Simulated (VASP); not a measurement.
```xyz
8
Lattice="5.3124 0.0000 0.0000 0.0000 5.3124 0.0000 0.0000 0.0000 5.3124" Properties=species:S:1:pos:R:3 pbc="T T T"
Nb     1.3281     0.0000     2.6562
Nb     2.6562     1.3281     0.0000
Nb     2.6562     3.9843     0.0000
Nb     3.9843     0.0000     2.6562
Nb     0.0000     2.6562     3.9843
Nb     0.0000     2.6562     1.3281
Sn     2.6562     2.6562     2.6562
Sn     0.0000     0.0000     0.0000
```

These are PBE GGA, VASP's PBE PAW potentials (set 64) (plane waves; VASP 6.6.1) values and carry that method's errors. Settings: 400 eV cut-off, Gaussian smearing of 0.050 eV, potentials Nb_sv Sn_d.

Unless said otherwise, spin-orbit coupling is left out, though it shifts the bands of the heavy elements here.

Task: Estimate the band gap (along the path) with the smallest direct gap where there is one.

Result: 
The band gap (along the path) is none (metal, semimetal or under 0.01 eV).

The absolute energy has meaning only against runs of the same code, potentials and settings.

The compound is Nb3Sn in the A15 structure. It was relaxed first.
